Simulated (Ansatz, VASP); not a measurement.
# NaSe: VASP beside Ansatz

One calculation is typed for both programs; each brings its own data sets. How far apart do they land? The cell is taken from a series of runs on this material, whose earlier steps may have relaxed, scaled, displaced or heated it; both programs get it as it stands.

Calculated with Ansatz 0.2.0; plane waves, with VASP 6.6.1 beside it; relaxation of cell and atoms at PBEsol.

## 1. Set-up

The structure is orthorhombic, space group Ibam (No. 72). The conventional cell has a = 5.652 Å, b = 10.623 Å, c = 7.289 Å, α = 90.00°, β = 90.00°, γ = 90.00°. Nearest to Na lie 4 Se at 2.80 to 2.90 Å. Nearest to Se lie 1 Se at 2.42 Å and 4 Na at 2.80 to 2.90 Å. Farther neighbours and most contacts between anions are not listed.

Coordinates:

```xyz
8
Lattice="-2.8262 5.3116 3.6447 2.8262 -5.3116 3.6447 2.8262 5.3116 -3.6447" Properties=species:S:1:pos:R:3 pbc="T T T"
Na   -0.7566    1.4999    3.6447
Na    0.7566    1.4999    0.0000
Na    2.0696    3.8117    3.6447
Na    3.5827    3.8117    0.0000
Se    3.5594    0.9598    0.0000
Se    2.0929    0.9598    3.6447
Se    0.7333    4.3518    0.0000
Se   -0.7333    4.3518    3.6447
```

## 2. VASP: relaxation of cell and atoms, PBEsol

The relaxed volume is the usual yardstick between codes: in a stiff, nearly cubic crystal its relative difference is about their pressure difference at one cell divided by the bulk modulus.

Lines of VASP's logs that name or quote its potential files are left out, and so is its time.

INCAR

```
SYSTEM = NaSe
PREC = Accurate
ENCUT = 500
EDIFF = 1E-07
NELM = 120
ISMEAR = 0
SIGMA = 0.01
LREAL = .FALSE.
ALGO = Normal
GGA = PS
NBANDS = 34
LORBIT = 11
LWAVE = .FALSE.
LCHARG = .FALSE.
ISIF = 3
IBRION = 2
NSW = 80
EDIFFG = -0.005
LASPH = .TRUE.
GGA_COMPAT = .FALSE.
NELMIN = 4
EFERMI = MIDGAP
KPAR = 2
```

POSCAR

```
NaSe
1.0
   -2.8261650000      5.3115880000      3.6446570000
    2.8261650000     -5.3115880000      3.6446570000
    2.8261650000      5.3115880000     -3.6446570000
Na Se
4 4
Direct
    0.6411882849      0.3661504194      0.0073387043
    0.1411882849      0.1338495806      0.2750378656
    0.8588117151      0.8661504194      0.7249621344
    0.3588117151      0.6338495806      0.9926612957
    0.0903525462      0.6297300405      0.7200825867
    0.5903525462      0.8702699595      0.4606225056
    0.4096474538      0.1297300405      0.5393774944
    0.9096474538      0.3702699595      0.2799174133
```

KPOINTS

```
Automatic mesh
0
Gamma
8 8 8
0 0 0
```

Potentials, in the order of the species: Na_pv and Se (PBE family, release 64).

Run with:

```console
mpirun -np 2 vasp_std
```

Numbers of over 12 decimals in the logs are rounded to 6 here.

The program printed:

```text
[banner, memory and clock lines left out]
running    2 mpi-ranks, on    1 nodes
 distrk:  each k-point on    1 cores,    2 groups
 distr:  one band on    1 cores,    1 groups

 POSCAR found type information on POSCAR NaSe
 POSCAR found :  2 types and       8 ions
|                                                                             |
|               ----> ADVICE to this user running VASP <----                  |
|                                                                             |
|     You enforced a specific xc type in the INCAR file but a different       |
|     [... a line on the potential file left out ...]
|     I HOPE YOU KNOW WHAT YOU ARE DOING!                                     |
|                                                                             |

 LDA part: xc-table for (Slater+PW92), standard interpolation
 POSCAR, INCAR and KPOINTS ok, starting setup
 FFT: planning ... GRIDC
 FFT: planning ... GRID_SOFT
 FFT: planning ... GRID
 WAVECAR not read
 entering main loop
       N       E                     dE             d eps       ncg     rms          rms(c)
DAV:   1     0.464918106057E+03    0.46492E+03   -0.23927E+04  6476   0.144E+03
DAV:   2     0.271783136440E+02   -0.43774E+03   -0.42401E+03  6992   0.372E+02
DAV:   3    -0.242172725931E+02   -0.51396E+02   -0.50378E+02  8058   0.136E+02
DAV:   4    -0.262356798639E+02   -0.20184E+01   -0.20078E+01  7240   0.269E+01
DAV:   5    -0.262800173463E+02   -0.44337E-01   -0.44299E-01  7948   0.425E+00    0.581E+00
DAV:   6    -0.254569727239E+02    0.82304E+00   -0.92105E-01  8024   0.442E+00    0.338E+00
DAV:   7    -0.252430691325E+02    0.21390E+00   -0.66170E-01  8218   0.331E+00    0.104E+00
DAV:   8    -0.252434252287E+02   -0.35610E-03   -0.46710E-02  6980   0.126E+00    0.219E-01
DAV:   9    -0.252431124230E+02    0.31281E-03   -0.32182E-03  7436   0.349E-01    0.176E-01
DAV:  10    -0.252437248040E+02   -0.61238E-03   -0.77865E-04  6938   0.126E-01    0.388E-02
DAV:  11    -0.252437468396E+02   -0.22036E-04   -0.20589E-04  7870   0.764E-02    0.250E-02
DAV:  12    -0.252437511729E+02   -0.43333E-05   -0.44360E-05  8328   0.260E-02    0.811E-03
DAV:  13    -0.252437538051E+02   -0.26323E-05   -0.35763E-06  7210   0.887E-03    0.315E-03
DAV:  14    -0.252437539047E+02   -0.99522E-07   -0.28050E-07  6118   0.260E-03
   1 F= -.25243754E+02 E0= -.25243754E+02  d E =-.252438E+02
 curvature:   0.00 expect dE= 0.000E+00 dE for cont linesearch  0.000E+00
 trial: gam= 0.00000 g(F)=  0.196E-03 g(S)=  0.357E-03 ort = 0.000E+00 (trialstep = 0.100E+01)
 search vector abs. value=  0.553E-03
 bond charge predicted
       N       E                     dE             d eps       ncg     rms          rms(c)
DAV:   1    -0.252448392064E+02   -0.10854E-02   -0.43518E-02  7518   0.182E+00    0.213E-01
DAV:   2    -0.252441999939E+02    0.63921E-03   -0.21731E-03  7478   0.360E-01    0.111E-01
DAV:   3    -0.252439439321E+02    0.25606E-03   -0.55637E-04  8058   0.176E-01    0.233E-02
DAV:   4    -0.252439313964E+02    0.12536E-04   -0.16945E-05  7092   0.324E-02    0.140E-02
DAV:   5    -0.252439267109E+02    0.46855E-05   -0.45399E-06  7582   0.151E-02    0.239E-03
DAV:   6    -0.252439268292E+02   -0.11832E-06   -0.23703E-07  5826   0.348E-03    0.113E-03
DAV:   7    -0.252439269135E+02   -0.84275E-07   -0.35535E-08  3624   0.114E-03
   2 F= -.25243927E+02 E0= -.25243927E+02  d E =-.173009E-03
 trial-energy change:   -0.000173  1 .order   -0.000176   -0.000553    0.000201
 step:   0.7285(harm=  0.7334)  dis= 0.00090  next Energy=   -25.243954 (dE=-0.200E-03)
 bond charge predicted
       N       E                     dE             d eps       ncg     rms          rms(c)
DAV:   1    -0.252440198040E+02   -0.92975E-04   -0.31965E-03  7482   0.493E-01    0.579E-02
DAV:   2    -0.252439733684E+02    0.46436E-04   -0.15987E-04  7454   0.976E-02    0.300E-02
DAV:   3    -0.252439555536E+02    0.17815E-04   -0.40679E-05  8048   0.479E-02    0.637E-03
DAV:   4    -0.252439548534E+02    0.70018E-06   -0.12814E-06  7106   0.889E-03    0.381E-03
DAV:   5    -0.252439546603E+02    0.19317E-06   -0.31840E-07  5946   0.409E-03    0.611E-04
DAV:   6    -0.252439546316E+02    0.28646E-07   -0.23385E-08  3498   0.124E-03
   3 F= -.25243955E+02 E0= -.25243955E+02  d E =-.200727E-03
 curvature:  -0.37 expect dE=-0.233E-05 dE for cont linesearch -0.274E-07
 trial: gam=-0.00013 g(F)=  0.252E-05 g(S)=  0.384E-05 ort = 0.643E-05 (trialstep = 0.946E+00)
 search vector abs. value=  0.635E-05
 reached required accuracy - stopping structural energy minimisation
```

Parts of OUTCAR (step 2):

```text
ion  position               nearest neighbor table
   1  0.641  0.366  0.007-
   2  0.141  0.134  0.275-
   3  0.859  0.866  0.725-
   4  0.359  0.634  0.993-
   5  0.090  0.630  0.720-   8 2.42
   6  0.590  0.870  0.461-   7 2.42
   7  0.410  0.130  0.539-   6 2.42
   8  0.910  0.370  0.280-   5 2.42

  LATTYP: Found a body centered orthorhombic cell.
 ALAT       =     5.6523300000
 B/A-ratio  =     1.2896122484
 C/A-ratio  =     1.8794330833

 Subroutine GETGRP returns: Found  8 space group operations
 (whereof  4 operations were pure point group operations)

The static configuration has the point symmetry C_2h.
 The point group associated with its full space group is D_2h.

 Found     95 irreducible k-points:

   k-points           NKPTS =     95   k-points in BZ     NKDIM =     95   number of bands    NBANDS=     34

   dimension x,y,z NGX =    54 NGY =   54 NGZ =   54
   dimension x,y,z NGXF=   108 NGYF=  108 NGZF=  108

   ENCUT  =  500.0 eV  36.75 Ry    6.06 a.u.  12.83 12.83 12.83*2*pi/ulx,y,z

   NELECT =      52.0000    total number of electrons

 k-points in reciprocal lattice and weights: Automatic mesh
   0.00000000  0.00000000  0.00000000       0.002
   0.12500000  0.00000000 -0.00000000       0.008
   0.25000000  0.00000000 -0.00000000       0.008
   0.37500000 -0.00000000  0.00000000       0.008
   0.50000000  0.00000000 -0.00000000       0.004
  -0.00000000  0.12500000  0.00000000       0.008
   0.12500000  0.12500000  0.00000000       0.016
   0.25000000  0.12500000  0.00000000       0.016
   0.37500000  0.12500000  0.00000000       0.016
[...]
-0.37500000 -0.37500000  0.37500000       0.004
   0.50000000  0.50000000  0.50000000       0.002

 average (electrostatic) potential at core
       1 -48.2870       2 -48.2870       3 -48.2870       4 -48.2870       5 -56.5007
       6 -56.5007       7 -56.5007       8 -56.5007

 E-fermi :   1.3845

 k-point     1 :       0.0000    0.0000    0.0000
  band No.  band energies     occupation
    ...
     22      -0.3671      2.00000
     23      -0.0790      2.00000
     24       0.0258      2.00000
     25       0.2953      2.00000
     26       1.0911      2.00000
     27       2.4547      0.00000
     28       2.7322      0.00000
     29       3.1375      0.00000
     30       5.1473      0.00000
     31       5.2659      0.00000
    ...

 k-point     2 :       0.1250    0.0000   -0.0000
  band No.  band energies     occupation
    ...
     22      -0.3694      2.00000
     23      -0.0106      2.00000
     24       0.0292      2.00000
     25       0.1265      2.00000
     26       1.1048      2.00000
     27       2.4069      0.00000
     28       2.5702      0.00000
     29       3.4327      0.00000
     30       5.1637      0.00000
     31       5.2433      0.00000
    ...

 k-point     3 :       0.2500    0.0000   -0.0000
  band No.  band energies     occupation
    ...
     22      -0.3708      2.00000
     23      -0.2758      2.00000
     24      -0.0950      2.00000
     25       0.2964      2.00000
     26       1.1235      2.00000
     27       2.2940      0.00000
     28       2.3773      0.00000
     29       3.9283      0.00000
     30       5.1108      0.00000
     31       5.5120      0.00000
    ...

  Total        0.0208676      0.0068459     -0.0124147      0.0000000      0.0000000      0.0000000
  in kB        0.1525522      0.0500472     -0.0907579      0.0000000      0.0000000      0.0000000
  external PRESSURE =       0.0372805 kB  Pullay stress =       0.0000000 kB

  energy-cutoff  :      500.00
  volume of cell :      219.16
      direct lattice vectors                 reciprocal lattice vectors
    -2.828128400  5.315889481  3.644423835     0.000000000  0.094057636  0.137195898
     2.828128400 -5.315889481  3.644423835     0.176795368  0.000000000  0.137195898
     2.828128400  5.315889481 -3.644423835     0.176795368  0.094057636  0.000000000

 POSITION                                       TOTAL-FORCE (eV/Angst)
 -----------------------------------------------------------------------------------
     -0.75694      1.50122      3.64442        -0.000710     -0.000383     -0.000000
      0.75694      1.50122     -0.00000         0.000710     -0.000383     -0.000000
      2.07119      3.81467      3.64442        -0.000710      0.000383      0.000000
      3.58507      3.81467      0.00000         0.000710      0.000383      0.000000
      3.56255      0.96151     -0.00000        -0.001982     -0.002908     -0.000000
      2.09371      0.96151      3.64442         0.001982     -0.002908     -0.000000
      0.73442      4.35438     -0.00000        -0.001982      0.002908      0.000000
     -0.73442      4.35438      3.64442         0.001982      0.002908      0.000000
 -----------------------------------------------------------------------------------
    total drift:                                0.000001      0.000001     -0.000001

  FREE ENERGIE OF THE ION-ELECTRON SYSTEM (eV)
  ---------------------------------------------------
  free  energy   TOTEN  =       -25.2439546316 eV

  energy  without entropy=      -25.2439546316  energy(sigma->0) =      -25.24395463

 reached required accuracy - stopping structural energy minimisation

 total charge
# of ion       s       p       d       tot
------------------------------------------
    1        0.055   5.986   0.000   6.041
    2        0.055   5.986   0.000   6.041
    3        0.055   5.986   0.000   6.041
    4        0.055   5.986   0.000   6.041
    5        1.454   2.331   0.024   3.809
    6        1.454   2.331   0.024   3.809
    7        1.454   2.331   0.024   3.809
    8        1.454   2.331   0.024   3.809
--------------------------------------------------
tot          6.035  33.269   0.094  39.397

[... 3 further parts left out ...]
```

CONTCAR:

```
NaSe
   1.00000000000000
    -2.8281283999494873    5.3158894811569404    3.6444238352156568
     2.8281283999494873   -5.3158894811569404    3.6444238352156568
     2.8281283999494873    5.3158894811569404   -3.6444238352156568
  Na              Se
     4     4
Direct
     0.6412010510844148    0.3661764105704011    0.0073774616548159
     0.1412010510844148    0.1338235894295990    0.2750246406140155
     0.8587989489155852    0.8661764105704011    0.7249753593859845
     0.3587989489155852    0.6338235894295989    0.9926225383451841
     0.0904376552447037    0.6298420265430285    0.7202796817877323
     0.5904376552447038    0.8701579734569715    0.4605956286016734
     0.4095623447552962    0.1298420265430285    0.5394043713983266
     0.9095623447552962    0.3701579734569714    0.2797203182122677
```

[end of part 1 of 2]

[Lines on the potential files, build, host, timing and source positions are cut from VASP's logs without a mark.]

[Logs are printed without paths, hosts, clocks, repeated set-up lines and the standing remarks that a program may print on its own settings, such as how far it seeks lower states.]

[Hosts, paths, dates, database ids (printed as entryN), source tags and the programs' standing remarks are cut or masked in the printed files.]
